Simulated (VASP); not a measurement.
Consider the following.

```yaml
crystal:
  lattice:
    - [0.00000, 2.22473, 2.22473]
    - [2.22473, 0.00000, 2.22473]
    - [2.22473, 2.22473, 0.00000]
  atoms:
    - { symbol: B, position: [0.00000, 0.00000, 0.00000] }
    - { symbol: P, position: [0.25000, 0.25000, 0.25000] }
```

Method: LDA (Ceperley-Alder, Perdew-Zunger), VASP's LDA PAW potentials (set 64) (plane waves; VASP 6.6.1). Settings: 620 eV cut-off, 10×10×10 Γ-centred mesh, Gaussian smearing of 0.050 eV, potentials B P.

What does the run give for the energy per atom (σ→0), pressure?

The energy per atom (σ→0) is -7.196 eV/atom and the pressure is 4.98 GPa.

Total energies compare only between runs with the same potentials, cut-off and functional.

The compound is BP in the zinc blende structure. It was relaxed first under an external pressure of 5 GPa.
